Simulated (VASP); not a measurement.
```
CELL_PARAMETERS angstrom
      0.00000     2.66851     2.66851
      2.66851     0.00000     2.66851
      2.66851     2.66851     0.00000
ATOMIC_POSITIONS crystal
  Pd 0.00000 0.00000 0.00000
  S  0.25000 0.25000 0.25000
```

Level of theory: PBEsol GGA, VASP's PBE PAW potentials (set 64) (plane waves; VASP). Numerical set-up: 400 eV cut-off, Gaussian smearing of 0.050 eV, potentials Pd S.

Give the energies of bands 2 to 10 at the high-symmetry points, in eV from the Fermi level.

| band | Γ | X | U | L | W |
|---|---|---|---|---|---|
| 2 | -5.75 | -6.38 | -5.99 | -5.75 | -5.76 |
| 3 | -5.75 | -4.58 | -4.83 | -5.38 | -5.14 |
| 4 | -5.75 | -4.58 | -4.67 | -5.38 | -4.59 |
| 5 | -3.08 | -3.08 | -3.50 | -2.90 | -3.26 |
| 6 | -3.08 | -2.63 | -2.92 | -2.90 | -2.79 |
| 7 | 2.07 | -2.06 | -2.25 | -2.56 | -2.43 |
| 8 | 2.07 | -1.40 | -1.31 | 0.55 | -1.88 |
| 9 | 2.07 | -1.40 | -0.59 | 0.55 | -0.50 |
| 10 | 2.33 | 4.86 | 5.57 | 4.42 | 6.53 |

It has no gap at this level: it comes out as a metal or semimetal.

The structure was generated: PdS was put into the zinc blende type (F-43m), which need not be its known phase. It was relaxed first, which changed the volume by -15 %.
